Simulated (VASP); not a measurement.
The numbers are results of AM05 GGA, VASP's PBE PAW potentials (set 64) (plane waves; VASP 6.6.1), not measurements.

The input files of a VASP run:

File POSCAR:
```
Tl
1
    1.7300000000    -2.9964480000     0.0000000000
    1.7300000000     2.9964480000     0.0000000000
    0.0000000000     0.0000000000     5.5200000000
Tl
2
Direct
  0.3333330000   0.6666670000   0.2500000000
  0.6666670000   0.3333330000   0.7500000000
```

File KPOINTS:
```
Automatic mesh
0
Gamma
11 11 6
0 0 0
```

**INCAR**
```
ALGO = Normal
EDIFF = 1E-6
EDIFFG = -0.01
ENCUT = 520
GGA = AM
IBRION = 2
ISIF = 3
ISMEAR = 1
LASPH = .TRUE.
LCHARG = .FALSE.
LMAXMIX = 4
LREAL = .FALSE.
LWAVE = .FALSE.
NELM = 100
NSW = 60
PREC = Accurate
SIGMA = 0.1
SYSTEM = Tl
```

POTCAR, in this order: Tl_d (PBE.64 set). Program: vasp_std.

The resulting files:

File OSZICAR:
```
       N       E                     dE             d eps       ncg     rms          rms(c)
DAV:   1     0.127248819248E+03    0.12725E+03   -0.14422E+04  2192   0.144E+03
DAV:   2    -0.253013646732E+01   -0.12978E+03   -0.12820E+03  2309   0.296E+02
DAV:   3    -0.468082773601E+01   -0.21507E+01   -0.21077E+01  2656   0.337E+01
DAV:   4    -0.469305510394E+01   -0.12227E-01   -0.12226E-01  2426   0.257E+00
DAV:   5    -0.469317892599E+01   -0.12382E-03   -0.12382E-03  2497   0.267E-01    0.307E+00
DAV:   6    -0.464672478166E+01    0.46454E-01   -0.89825E-02  2306   0.256E+00    0.214E+00
DAV:   7    -0.463862151186E+01    0.81033E-02   -0.40285E-02  2261   0.171E+00    0.707E-01
DAV:   8    -0.463794195765E+01    0.67955E-03   -0.32925E-03  2269   0.484E-01    0.382E-02
DAV:   9    -0.463794970514E+01   -0.77475E-05   -0.18191E-05  2645   0.415E-02    0.116E-02
DAV:  10    -0.463795561431E+01   -0.59092E-05   -0.68013E-06  2274   0.252E-02    0.193E-03
DAV:  11    -0.463795569150E+01   -0.77184E-07   -0.44565E-07  1190   0.559E-03
   1 F= -.46379557E+01 E0= -.46374721E+01  d E =-.463796E+01
       N       E                     dE             d eps       ncg     rms          rms(c)
DAV:   1    -0.467619980455E+01   -0.38244E-01   -0.72405E-01  2190   0.773E+00    0.110E+00
DAV:   2    -0.464393308040E+01    0.32267E-01   -0.67810E-02  2189   0.223E+00    0.365E-01
DAV:   3    -0.463932510288E+01    0.46080E-02   -0.14810E-02  2238   0.107E+00    0.274E-01
DAV:   4    -0.463910529685E+01    0.21981E-03   -0.74123E-04  2228   0.192E-01    0.238E-02
DAV:   5    -0.463908460370E+01    0.20693E-04   -0.19943E-04  2302   0.124E-01    0.170E-02
DAV:   6    -0.463908197506E+01    0.26286E-05   -0.79629E-06  2310   0.241E-02    0.221E-03
DAV:   7    -0.463908191119E+01    0.63871E-07   -0.19176E-07  1164   0.421E-03
   2 F= -.46390819E+01 E0= -.46386946E+01  d E =-.112622E-02
       N       E                     dE             d eps       ncg     rms          rms(c)
DAV:   1    -0.464034440292E+01   -0.12624E-02   -0.23910E-02  2190   0.140E+00    0.200E-01
DAV:   2    -0.463927233806E+01    0.10721E-02   -0.22893E-03  2187   0.411E-01    0.658E-02
DAV:   3    -0.463912137587E+01    0.15096E-03   -0.49124E-04  2249   0.196E-01    0.487E-02
DAV:   4    -0.463911398877E+01    0.73871E-05   -0.26125E-05  2240   0.358E-02    0.502E-03
DAV:   5    -0.463911318310E+01    0.80567E-06   -0.66334E-06  2228   0.225E-02
   3 F= -.46391132E+01 E0= -.46387417E+01  d E =-.115749E-02
       N       E                     dE             d eps       ncg     rms          rms(c)
DAV:   1    -0.463915026486E+01   -0.36276E-04   -0.72682E-04  2186   0.244E-01    0.356E-02
DAV:   2    -0.463911611966E+01    0.34145E-04   -0.73024E-05  2201   0.735E-02    0.117E-02
DAV:   3    -0.463911145448E+01    0.46652E-05   -0.15461E-05  2209   0.348E-02    0.857E-03
DAV:   4    -0.463911133036E+01    0.12412E-06   -0.80614E-07  1489   0.637E-03
   4 F= -.46391113E+01 E0= -.46387371E+01  d E =-.115564E-02
       N       E                     dE             d eps       ncg     rms          rms(c)
DAV:   1    -0.463961710704E+01   -0.50565E-03   -0.17066E-02  2257   0.103E+00    0.948E-02
DAV:   2    -0.463930970256E+01    0.30740E-03   -0.27787E-04  2237   0.168E-01    0.523E-02
DAV:   3    -0.463917895415E+01    0.13075E-03   -0.21842E-04  2282   0.144E-01    0.174E-02
DAV:   4    -0.463917773597E+01    0.12182E-05   -0.19770E-05  2271   0.373E-02    0.307E-03
DAV:   5    -0.463917763486E+01    0.10111E-06   -0.10564E-06  1214   0.995E-03
   5 F= -.46391776E+01 E0= -.46388446E+01  d E =-.663045E-04
       N       E                     dE             d eps       ncg     rms          rms(c)
DAV:   1    -0.464325067194E+01   -0.40729E-02   -0.15401E-01  2256   0.310E+00    0.285E-01
DAV:   2    -0.464049934626E+01    0.27513E-02   -0.25245E-03  2237   0.502E-01    0.157E-01
DAV:   3    -0.463932152238E+01    0.11778E-02   -0.19554E-03  2278   0.430E-01    0.522E-02
DAV:   4    -0.463930876735E+01    0.12755E-04   -0.17573E-04  2275   0.111E-01    0.913E-03
DAV:   5    -0.463930788275E+01    0.88460E-06   -0.10134E-05  2345   0.300E-02    0.550E-03
DAV:   6    -0.463930775194E+01    0.13080E-06   -0.75793E-07  1144   0.801E-03
   6 F= -.46393078E+01 E0= -.46391261E+01  d E =-.196422E-03
```

OUTCAR:
```
------------------------ aborting loop because EDIFF is reached ----------------------------------------
  FORCE on cell =-STRESS in cart. coord.  units (eV):
  Direction    XX          YY          ZZ          XY          YZ          ZX
  --------------------------------------------------------------------------------------
  Total       -0.0030388     -0.0030388      0.0127950      0.0000000      0.0000000      0.0000000
  in kB       -0.0841536     -0.0841536      0.3543306      0.0000000      0.0000000      0.0000000
  external PRESSURE =       0.0620078 kB  Pullay stress =       0.0000000 kB
  volume of cell :       57.86
      direct lattice vectors                 reciprocal lattice vectors
     1.730437487 -2.997205751  0.000000000     0.288944272 -0.166822047 -0.000000000
     1.730437487  2.997205751 -0.000000000     0.288944272  0.166822047  0.000000000
     0.000000000 -0.000000000  5.577508044     0.000000000  0.000000000  0.179291539
 POSITION                                       TOTAL-FORCE (eV/Angst)
 -----------------------------------------------------------------------------------
      1.73044      0.99907      1.39438         0.000000      0.000000     -0.000000
      1.73044     -0.99907      4.18313        -0.000000     -0.000000      0.000000
 -----------------------------------------------------------------------------------
    total drift:                               -0.000013      0.000458      0.000010
  FREE ENERGIE OF THE ION-ELECTRON SYSTEM (eV)
  ---------------------------------------------------
  free  energy   TOTEN  =        -4.6393077519 eV

  energy  without entropy=       -4.6387627929  energy(sigma->0) =       -4.63912610

 reached required accuracy - stopping structural energy minimisation
```
(Selected blocks of OUTCAR.)

**CONTCAR**
```
Tl
   1.00000000000000
     1.7304374874745192   -2.9972057506058079    0.0000000000000000
     1.7304374874745192    2.9972057506058079   -0.0000000000000000
     0.0000000000000000   -0.0000000000000000    5.5775080443605320
  Tl
     2
Direct
     0.3333330000000032    0.6666669999999968    0.2500000000000000
     0.6666669999999968    0.3333330000000032    0.7500000000000000
```

The compound is Tl in the hcp structure. This run relaxes it. Symmetry was kept, so distortions that lower it aren't found.
